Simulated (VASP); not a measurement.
Input:

```yaml
crystal:
  lattice:
    - [0.00000, 2.94476, 2.94476]
    - [2.94476, 0.00000, 2.94476]
    - [2.94476, 2.94476, 0.00000]
  atoms:
    - { symbol: Al, position: [0.25000, 0.25000, 0.25000] }
    - { symbol: Al, position: [0.75000, 0.75000, 0.75000] }
    - { symbol: Pt, position: [0.00000, 0.00000, 0.00000] }
```

All values below come from AM05 GGA, VASP's PBE PAW potentials (set 64) (plane waves; VASP 6.6.1). Numerical set-up: 520 eV cut-off, 8×8×8 Γ-centred mesh, first-order Methfessel-Paxton smearing of 0.10 eV, potentials Al Pt.

Unless said otherwise, spin-orbit coupling is left out, though it shifts the bands of the heavy elements here.

Question: What does the run give for the energy per atom (σ→0), band gap (on the k-mesh) with the smallest direct gap where there is one?

Answer: 
```yaml
band gap (on the k-mesh): none (metal, semimetal or under 0.01 eV)
energy per atom (σ→0): -5.717 eV/atom
```

The absolute energy has meaning only against runs of the same code, potentials and settings.

The compound is PtAl2 in the fluorite structure. It was relaxed first. The start is the result of an earlier pass.
